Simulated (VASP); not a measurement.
```
NaI
1.0
    0.00000     3.13119     3.13119
    3.13119     0.00000     3.13119
    3.13119     3.13119     0.00000
Na I
1 1
Direct
  0.00000   0.00000   0.00000
  0.50000   0.50000   0.50000
```

Computed with LDA (Ceperley-Alder, Perdew-Zunger), VASP's LDA PAW potentials (set 64) (plane waves; VASP). Settings: 520 eV cut-off, 8×8×8 Γ-centred mesh, tetrahedra with Blöchl corrections, potentials Na_pv I.

Unless said otherwise, spin-orbit coupling is left out, though it shifts the bands of the heavy elements here.

### Question
Estimate the energy per atom (σ→0), band gap (on the k-mesh) with the smallest direct gap where there is one.

### Answer

```
Quantity                                      Value
-----------------------------------  --------------
band gap (on the k-mesh)                    3.63 eV
smallest direct gap (on the k-mesh)         3.63 eV
energy per atom (σ→0)                -3.009 eV/atom
```

The compound is NaI in the rock salt structure. It was relaxed first, which changed the volume by -9 %.
